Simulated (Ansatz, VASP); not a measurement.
# One calculation of InW, two programs

```
In W
1.0
     3.45698    0.00000    0.00000
     0.00000    3.45698    0.00000
     0.00000    0.00000    3.45698
In W
1 1
Direct
  0.00000 0.00000 0.00000
  0.50000 0.50000 0.50000
```

Alike in both runs: task single point; functional PBE; k mesh 6 × 6 × 6; occupations gaussian, width 0.1 eV; no spin polarisation.

|  | VASP | Ansatz |
| --- | --- | --- |
| version | VASP 6.6.1 | Ansatz 0.2.0 |
| potentials or method | VASP PAW PBE potentials, release 64 (In_d, W_sv) | scalar-relativistic, plane waves, PAW |
| plane-wave cutoff (eV) | 520 | 420 |
| valence electrons in the cell | 27 | 27 |

|  | VASP | Ansatz | Ansatz less VASP |
| --- | --- | --- | --- |
| gap on the k mesh at the Fermi level (eV) | none | none | - |
| pressure (GPa) | -14.8 | -14.8 | -0.04 |

A gap of «none» marks a metal or a gap that the smearing closes. The functional is the same, so the differences come from potentials, cutoffs and numerics.

The runs have no spin-orbit coupling, so splittings on W are missing.
